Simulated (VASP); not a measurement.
Data:

```
Al
1.0
    0.00000     2.00169     2.00169
    2.00169     0.00000     2.00169
    2.00169     2.00169     0.00000
Al
1
Direct
  0.00000   0.00000   0.00000
```

All values below come from AM05 GGA, VASP's PBE PAW potentials (set 64) (plane waves; VASP). Numerical set-up: 520 eV cut-off, Gaussian smearing of 0.050 eV, potentials Al.

Problem. Give the energies of bands 1 to 4 at the high-symmetry points, in eV from the Fermi level.

Solution. 
```
band       Γ      X      U      L      W
----  ------  -----  -----  -----  -----
1     -11.36  -3.02  -1.97  -4.76  -0.91
2      12.73  -1.65  -1.47  -4.42  -0.91
3      12.73   5.22  -0.36  11.53   0.03
4      12.73   5.70   6.68  11.53   1.30
```

It has no gap at this level: it comes out as a metal or semimetal.

The compound is Al in the fcc structure. It was relaxed first.
